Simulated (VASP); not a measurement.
All values below come from PBE GGA, VASP's PBE PAW potentials (set 64) (plane waves; VASP 6.6.1).

VASP input:

**INCAR**
```
SYSTEM = KF
PREC = Accurate; ENCUT = 400; LREAL = .FALSE.
LASPH = .TRUE.
EDIFF = 1E-8; NELM = 100; ALGO = Normal
ISMEAR = -1; SIGMA = 0.02
GGA = PE
IBRION = 8; NSW = 1; ISIF = 2
LWAVE = .FALSE.; LCHARG = .FALSE.
LEPSILON = .TRUE.
```

KPOINTS:
```
K-points
0
Gamma
6 6 6
0 0 0
```

### POSCAR
```
KF
1
    0.0000000000     2.6233720000     2.6233720000
    2.6233720000     0.0000000000     2.6233720000
    2.6233720000     2.6233720000     0.0000000000
K F
1 1
Direct
  0.0000000000   0.0000000000   0.0000000000
  0.5000000000   0.5000000000   0.5000000000
```

POTCAR, in this order: K_sv F (PBE.64 set). Program: vasp_std.

What will the output report for the number of irreducible k-points (NKPTS), largest plane-wave count, number of space-group operations, FFT grid (NGX, NGY, NGZ)?

- number of irreducible k-points (NKPTS): 16
- largest plane-wave count: 662
- number of space-group operations: 48
- FFT grid (NGX, NGY, NGZ): 24 × 24 × 24

The structure is a typed KF crystal. The cell was not relaxed at this level. The run is one of a series of settings (EDIFF = 1E-8, IBRION = 8, LEPSILON = .TRUE., NSW = 1 against the base run), some of them coarse on purpose.
